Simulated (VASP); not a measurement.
AlGa3N2, 6 atoms in the cell. Symmetry: P3m1, No. 156, trigonal system. The conventional cell has a = 3.115 Å, b = 3.115 Å, c = 10.457 Å, α = 90.00°, β = 90.00°, γ = 120.00°. Al (site symmetry 3m) has 4 N at 1.89 to 1.92 Å as nearest neighbours. Ga (site symmetry 3m) is surrounded by 3 N at 1.94 Å. Around Ga (site symmetry 3m) lie 1 N at 2.04 Å. Around Ga (site symmetry 3m) lie 1 Ga at 2.65 Å. N (site symmetry 3m) is surrounded by 1 Al at 1.92 Å and 3 Ga at 1.94 Å. N (site symmetry 3m) is surrounded by 3 Al at 1.89 Å and 1 Ga at 2.04 Å. The cell was built by a generator and needn't be a form met in nature.

| Property | Result |
| --- | --- |
| Program | VASP 6.6.1 |
| Task | relaxation of cell and atoms |
| Functional | PBE |
| Potentials or basis | VASP PAW PBE potentials, release 64 (Al, Ga_d, N) |
| Cutoff | 520 eV |
| k mesh | 12 × 12 × 4 |
| Occupations | gaussian, width 0.1 eV |
| Spin | no spin polarisation |
| Further INCAR settings | ALGO = Normal; EDIFF = 1e-06; IBRION = 2; EDIFFG = -0.01; NSW = 90; ISIF = 3 |

Potentials or basis: VASP PAW PBE potentials, release 64 (Al, Ga_d, N).

Run with:

```sh
$ cat potpaw_PBE.64/Al/POTCAR potpaw_PBE.64/Ga_d/POTCAR potpaw_PBE.64/N/POTCAR > POTCAR
$ mpirun -np 4 vasp_std > vasp.out
```

Hardware: 4 MPI ranks on Intel(R) Xeon(R) 6975P-C (Granite Rapids), with other jobs on the host.

Task: Estimate the wall time of this run.

Result: Run time: 8.8 min on 4 MPI ranks on Intel(R) Xeon(R) 6975P-C (Granite Rapids), with other jobs on the host, peak memory 0.33 GiB a rank. Counts: scf iterations 305, k points 69, ion steps 40.
